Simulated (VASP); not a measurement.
Input:

```
CELL_PARAMETERS angstrom
      1.70306    -2.94978     0.00000
      1.70306     2.94978     0.00000
      0.00000     0.00000    17.94130
ATOMIC_POSITIONS crystal
  W  0.33333 0.66667 0.25000
  W  0.66667 0.33333 0.75000
  Se 0.33333 0.66667 0.84556
  Se 0.66667 0.33333 0.34556
  Se 0.66667 0.33333 0.15444
  Se 0.33333 0.66667 0.65444
```

All values below come from revPBE GGA, VASP's PBE PAW potentials (set 64) (plane waves; VASP). Run with 520 eV cut-off, 8×8×2 Γ-centred mesh, Gaussian smearing of 0.050 eV, potentials W_sv Se.

Without a dispersion term in the relaxation, distances and binding between the weakly bound layers, chains or molecules are unreliable, and so is what depends on them.

Question: The ions and cell shape at fixed volume are relaxed. Give the cell that the relaxation ends in.

Answer: 
```
CELL_PARAMETERS angstrom
      1.67128    -2.89475     0.00000
      1.67128     2.89475     0.00000
      0.00000     0.00000    18.62998
ATOMIC_POSITIONS crystal
  W  0.33333 0.66667 0.25000
  W  0.66667 0.33333 0.75000
  Se 0.33333 0.66667 0.84019
  Se 0.66667 0.33333 0.34019
  Se 0.66667 0.33333 0.15981
  Se 0.33333 0.66667 0.65981
```
Space group P6_3/mmc (194), at a tolerance of 0.03 Å.

Question: How much energy does the relaxation gain?

Answer: The energy (σ→0) changes by -26.6 meV/atom, in 8 ionic steps.

The compound is WSe2 in the 2H layered structure. This cell is one point of a volume scan, at 1.06 of the reference volume. Symmetry was kept, so distortions that lower it aren't found.
